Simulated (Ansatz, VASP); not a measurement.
# One calculation of Te3Pd, two programs

```
Te Pd
1.0
     0.00000    3.65346    3.65346
     3.65346    0.00000    3.65346
     3.65346    3.65346    0.00000
Te Pd
3 1
Direct
  0.25000 0.25000 0.25000
  0.75000 0.75000 0.75000
  0.50000 0.50000 0.50000
  0.00000 0.00000 0.00000
```

Change from the starting cell: species swapped into the Li3Ag type (Fm-3m, No. 225).

Alike in both runs: functional PBE; k mesh 4 × 4 × 4; occupations gaussian, width 0.1 eV; no spin polarisation.

Ansatz relaxed the structure, and its values are those at the end. VASP's run is a single point on that final structure, the one shown.

|  | VASP | Ansatz |
| --- | --- | --- |
| version | VASP 6.6.1 | Ansatz 0.2.0 |
| potentials or method | VASP PAW PBE potentials, release 64 (Te, Pd) | scalar-relativistic, plane waves, PAW |
| plane-wave cutoff (eV) | 520 | 420 |
| valence electrons in the cell | 28 | 66 |

|  | VASP | Ansatz | Ansatz less VASP |
| --- | --- | --- | --- |
| gap on the k mesh at the Fermi level (eV) | none | none | - |
| pressure (GPa) | -0.2 | -0.1 | +0.10 |

A gap of «none» marks a metal or a gap that the smearing closes. The functional is the same, so the differences come from potentials, cutoffs and numerics. The two sets of potentials don't hold the same shells in valence.

Caveats: the k mesh is coarse (spacing up to 0.37 Å⁻¹), so the values aren't converged. Spin-orbit coupling is left out, which matters for the levels of Te.
